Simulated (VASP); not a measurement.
```yaml
crystal:
  lattice:
    - [4.40030, 0.00000, 0.00000]
    - [0.00000, 4.40030, 0.00000]
    - [0.00000, 0.00000, 6.17613]
  atoms:
    - { symbol: Cd, position: [0.50000, 0.00000, 0.76745] }
    - { symbol: Cd, position: [0.00000, 0.50000, 0.23255] }
    - { symbol: Te, position: [0.00000, 0.00000, 0.50000] }
    - { symbol: Se, position: [0.50000, 0.50000, 0.00000] }
```

Method: LDA (Ceperley-Alder, Perdew-Zunger), VASP's LDA PAW potentials (set 64) (plane waves; VASP). Settings: 400 eV cut-off, 6×6×4 Γ-centred mesh, tetrahedra with Blöchl corrections, potentials Cd Te Se.

The cores are frozen, which limits the accuracy of field gradients.

Task: Give the principal components of the electric field gradient (V/Å²) and the asymmetry η at each nucleus.

Result: 
```csv
atom,Vxx,Vyy,Vzz,η
Cd1,-3.7,-1.0,4.8,0.56
Cd2,-3.7,-1.0,4.8,0.56
Te3,-31.7,-31.7,63.4,0.00
Se4,22.4,22.4,-44.7,0.00
```

The structure comes from a computed database's Cd2TeSe entry (P-4m2); how it stands against other phases isn't given here. It was relaxed first, which changed the volume by -7 %.
